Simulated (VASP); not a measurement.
Output of a VASP run:

File OUTCAR:
```
 ion  position               nearest neighbor table
   1  0.000  0.000  0.000-
   2  0.500  0.500  0.500-   3 3.04   4 3.04   5 3.04   5 3.04   3 3.04   4 3.04
   3  0.500  0.000  0.500-   2 3.04   2 3.04
   4  0.000  0.500  0.500-   2 3.04   2 3.04
   5  0.500  0.500  0.000-   2 3.04   2 3.04
  LATTYP: Found a simple cubic cell.
 ALAT       =     6.0888275450
 Subroutine PRICEL returns:
 Original cell was already a primitive cell.
 Subroutine GETGRP returns: Found 48 space group operations
The static configuration has the point symmetry O_h .
The dynamic configuration has the point symmetry O_h .
 Subroutine INISYM returns: Found 48 space group operations
 Subroutine IBZKPT returns following result:
 Found     10 irreducible k-points:

 Following reciprocal coordinates:
            Coordinates               Weight
  0.000000  0.000000  0.000000      1.000000
  0.250000  0.000000  0.000000      6.000000
  0.500000  0.000000  0.000000      3.000000
  0.250000  0.250000  0.000000     12.000000
  0.500000  0.250000  0.000000     12.000000
  0.500000  0.500000  0.000000      3.000000
  0.250000  0.250000  0.250000      8.000000
  0.500000  0.250000  0.250000     12.000000
  0.500000  0.500000  0.250000      6.000000
  0.500000  0.500000  0.500000      1.000000
   k-points           NKPTS =     10   k-points in BZ     NKDIM =     10   number of bands    NBANDS=     26
   number of dos      NEDOS =    301   number of ions     NIONS =      5
   total plane-waves  NPLWV = 110592
   dimension x,y,z NGX =    48 NGY =   48 NGZ =   48
   dimension x,y,z NGXF=    96 NGYF=   96 NGZF=   96
   ions per type =               1   1   3
   PREC   = accura    normal or accurate (medium, high low for compatibility)
   ISTART =      0    job   : 0-new  1-cont  2-samecut
   ICHARG =      2    charge: 1-file 2-atom 10-const
   ISPIN  =      1    spin polarized calculation?
   LNONCOLLINEAR =      F non collinear calculations
   LSORBIT =      F    spin-orbit coupling
   INIWAV =      1    electr: 0-lowe 1-rand  2-diag
   ENCUT  =  520.0 eV  38.22 Ry    6.18 a.u.  11.32 11.32 11.32*2*pi/ulx,y,z
   NELM   =    100;   NELMIN=  2; NELMDL= -5     # of ELM steps
   EDIFF  = 0.1E-05   stopping-criterion for ELM
   LREAL  =      F    real-space projection
   NLSPLINE    = F    spline interpolate recip. space projectors
   LMAXMIX     =    4 max onsite mixed and CHGCAR
   VOSKOWN=      0    Vosko Wilk Nusair interpolation
   EDIFFG = -.2E-01   stopping-criterion for IOM
   NSW    =     60    number of steps for IOM
   NBLOCK =      1;   KBLOCK =     60    inner block; outer block
   IBRION =      2    ionic relax: 0-MD 1-quasi-New 2-CG
   NFREE  =      1    steps in history (QN), initial steepest desc. (CG)
   ISIF   =      3    stress and relaxation
   ISYM   =      2    0-nonsym 1-usesym 2-fastsym
   TEIN   =    0.0    initial temperature
   TEBEG  =    0.0;   TEEND  =   0.0 temperature during run
   SMASS  =  -3.00    Nose mass-parameter (am)
   PSTRESS=    0.0 pullay stress
   NELECT =      44.0000    total number of electrons
   EFERMI =   0.00;   METHOD = LEGACY
   ISMEAR =     0;   SIGMA  =   0.05  broadening in eV -4-tet -1-fermi 0-gaus
   IALGO  =     38    algorithm
   LDIAG  =      T    sub-space diagonalisation (order eigenvalues)
   IMIX   =      4    mixing-type and parameters
     AMIX     =   0.40;   BMIX     =  1.00
     AMIX_MAG =   1.60;   BMIX_MAG =  1.00
     AMIN     =   0.10
   METAGGA = R2SCAN    functional components
   VOSKOWN =     0    Vosko Wilk Nusair interpolation
   LHFCALC =     F    Hartree Fock is set to
   LHFONE  =     F    Hartree Fock one center treatment
   AEXX    =    0.0000 exact exchange contribution
   LUSE_VDW   =     T    switch on vdW DFT
   IVDW    =     0    specifies the selected vdW correction
   LEPSILON=     F    determine dielectric tensor
   LRPA    =     F    only Hartree local field effects (RPA)
  energy-cutoff  :      520.00
  volume of cell :      225.74
...
```

OSZICAR:
```
...
DAV:   9    -0.126964968356E+03   -0.46106E+00   -0.18600E-01   576   0.271E+00    0.480E-01
DAV:  10    -0.126872944923E+03    0.92023E-01   -0.30894E-01   524   0.501E+00    0.530E-01
DAV:  11    -0.126869290262E+03    0.36547E-02   -0.11122E-02   654   0.882E-01    0.224E-01
DAV:  12    -0.127011345353E+03   -0.14206E+00   -0.24695E-01   524   0.447E+00    0.351E-01
DAV:  13    -0.127033552434E+03   -0.22207E-01   -0.22734E-02   522   0.130E+00    0.131E-01
DAV:  14    -0.127039182206E+03   -0.56298E-02   -0.17975E-03   608   0.432E-01    0.109E-01
DAV:  15    -0.127039328975E+03   -0.14677E-03   -0.28117E-04   598   0.147E-01    0.669E-02
DAV:  16    -0.127038449582E+03    0.87939E-03   -0.38553E-04   548   0.182E-01    0.244E-02
DAV:  17    -0.127040091273E+03   -0.16417E-02   -0.55456E-04   532   0.219E-01    0.101E-02
DAV:  18    -0.127040131276E+03   -0.40003E-04   -0.33717E-04   532   0.169E-01    0.103E-02
DAV:  19    -0.127040227438E+03   -0.96162E-04   -0.49423E-05   548   0.588E-02    0.476E-03
DAV:  20    -0.127040234846E+03   -0.74082E-05   -0.11455E-05   614   0.300E-02    0.294E-03
DAV:  21    -0.127040236087E+03   -0.12407E-05   -0.15021E-06   412   0.120E-02    0.139E-03
DAV:  22    -0.127040236778E+03   -0.69095E-06   -0.58041E-07   346   0.865E-03
   1 F= -.12704024E+03 E0= -.12704004E+03  d E =-.127040E+03
       N       E                     dE             d eps       ncg     rms          rms(c)
DAV:   1    -0.127460584719E+03   -0.42035E+00   -0.10121E+01   636   0.306E+01    0.369E+00
DAV:   2    -0.127161355138E+03    0.29923E+00   -0.54204E-01   592   0.711E+00    0.159E+00
DAV:   3    -0.127062483005E+03    0.98872E-01   -0.29477E-01   658   0.470E+00    0.651E-01
DAV:   4    -0.127072029447E+03   -0.95464E-02   -0.28291E-02   524   0.128E+00    0.397E-01
DAV:   5    -0.127053726387E+03    0.18303E-01   -0.27200E-02   522   0.129E+00    0.218E-01
DAV:   6    -0.127071722602E+03   -0.17996E-01   -0.18407E-02   528   0.105E+00    0.673E-02
DAV:   7    -0.127071987323E+03   -0.26472E-03   -0.77391E-04   530   0.237E-01    0.269E-02
DAV:   8    -0.127071969577E+03    0.17746E-04   -0.34621E-04   528   0.163E-01    0.198E-02
DAV:   9    -0.127072115607E+03   -0.14603E-03   -0.12802E-04   524   0.999E-02    0.529E-03
DAV:  10    -0.127072123756E+03   -0.81493E-05   -0.15456E-05   596   0.315E-02    0.150E-03
DAV:  11    -0.127072124477E+03   -0.72077E-06   -0.44152E-06   448   0.188E-02
   2 F= -.12707212E+03 E0= -.12707212E+03  d E =-.318877E-01
       N       E                     dE             d eps       ncg     rms          rms(c)
DAV:   1    -0.127084569476E+03   -0.12446E-01   -0.29872E-01   612   0.504E+00    0.649E-01
DAV:   2    -0.127075441747E+03    0.91277E-02   -0.16364E-02   588   0.127E+00    0.276E-01
DAV:   3    -0.127072554604E+03    0.28871E-02   -0.88451E-03   658   0.808E-01    0.119E-01
DAV:   4    -0.127072728282E+03   -0.17368E-03   -0.86591E-04   528   0.225E-01    0.700E-02
DAV:   5    -0.127072308978E+03    0.41930E-03   -0.83915E-04   528   0.232E-01    0.386E-02
DAV:   6    -0.127072715779E+03   -0.40680E-03   -0.51767E-04   532   0.183E-01    0.110E-02
DAV:   7    -0.127072724079E+03   -0.83000E-05   -0.30932E-05   536   0.466E-02    0.415E-03
DAV:   8    -0.127072727554E+03   -0.34747E-05   -0.11115E-05   528   0.283E-02    0.341E-03
DAV:   9    -0.127072730843E+03   -0.32890E-05   -0.20718E-06   452   0.122E-02    0.924E-04
DAV:  10    -0.127072731018E+03   -0.17512E-06   -0.72243E-07   324   0.832E-03
   3 F= -.12707273E+03 E0= -.12707273E+03  d E =-.324942E-01
```

OUTCAR:
```
------------------------ aborting loop because EDIFF is reached ----------------------------------------
  FORCE on cell =-STRESS in cart. coord.  units (eV):
  Direction    XX          YY          ZZ          XY          YZ          ZX
  --------------------------------------------------------------------------------------
  Total       -0.0161729     -0.0161729     -0.0161729     -0.0000000     -0.0000000      0.0000000
  in kB       -0.1094680     -0.1094680     -0.1094680     -0.0000000     -0.0000000      0.0000000
  external PRESSURE =      -0.1094680 kB  Pullay stress =       0.0000000 kB
  volume of cell :      236.71
      direct lattice vectors                 reciprocal lattice vectors
     6.185910772 -0.000000000 -0.000000000     0.161657683 -0.000000000 -0.000000000
     0.000000000  6.185910772 -0.000000000     0.000000000  0.161657683 -0.000000000
     0.000000000  0.000000000  6.185910772     0.000000000  0.000000000  0.161657683
 POSITION                                       TOTAL-FORCE (eV/Angst)
 -----------------------------------------------------------------------------------
      0.00000      0.00000      0.00000         0.000000     -0.000000      0.000000
      3.09296      3.09296      3.09296        -0.000000      0.000000      0.000000
      3.09296      0.00000      3.09296         0.000000     -0.000000      0.000000
      0.00000      3.09296      3.09296         0.000000     -0.000000      0.000000
      3.09296      3.09296     -0.00000         0.000000     -0.000000      0.000000
 -----------------------------------------------------------------------------------
    total drift:                                0.000000     -0.000000     -0.000000
  FREE ENERGIE OF THE ION-ELECTRON SYSTEM (eV)
  ---------------------------------------------------
  free  energy   TOTEN  =      -127.0727310177 eV

  energy  without entropy=     -127.0727310136  energy(sigma->0) =     -127.07273102

 reached required accuracy - stopping structural energy minimisation
```
(Selected blocks of OUTCAR.)

### POSCAR
```
CsSnI3
1
    6.0888275450    -0.0000000000    -0.0000000000
   -0.0000000000     6.0888275450    -0.0000000000
    0.0000000000     0.0000000000     6.0888275450
Cs Sn I
1 1 3
Direct
  0.0000000000   0.0000000000   0.0000000000
  0.5000000000   0.5000000000   0.5000000000
  0.5000000000   0.0000000000   0.5000000000
  0.0000000000   0.5000000000   0.5000000000
  0.5000000000   0.5000000000   0.0000000000
```

Question: Write an INCAR and KPOINTS that could have produced this output.

Answer: This is not unique; one that fits is the input of the run itself, r2SCAN+rVV10, plane waves, VASP's PBE PAW potentials (set 64).

File KPOINTS:
```
Automatic mesh
0
Gamma
4 4 4
0 0 0
```

**INCAR**
```
! general
SYSTEM   = CsSnI3
PREC     = Accurate
ENCUT    = 520
LREAL    = .FALSE.
LASPH    = .TRUE.

! electronic loop
EDIFF    = 1E-6
NELM     = 100
ALGO     = Normal
LMAXMIX  = 4
LMIXTAU  = .TRUE.

! smearing
ISMEAR   = 0
SIGMA    = 0.05

! functional
METAGGA  = R2SCAN
LUSE_VDW = .TRUE.
BPARAM   = 11.95
CPARAM   = 0.0093

! ions
IBRION   = 2
NSW      = 60
ISIF     = 3
EDIFFG   = -0.02

! output
LWAVE    = .FALSE.
LCHARG   = .FALSE.
```

POTCAR, in this order: Cs_sv Sn_d I (PBE.64 set). Program: vasp_std.

Energy and stress use the plane-wave basis of the starting cell.

The compound is CsSnI3 in the cubic perovskite structure, the ideal cubic form; the compound distorts at low or room temperature. This run relaxes it. Symmetry was kept, so distortions that lower it aren't found. The start is the result of an earlier pass.
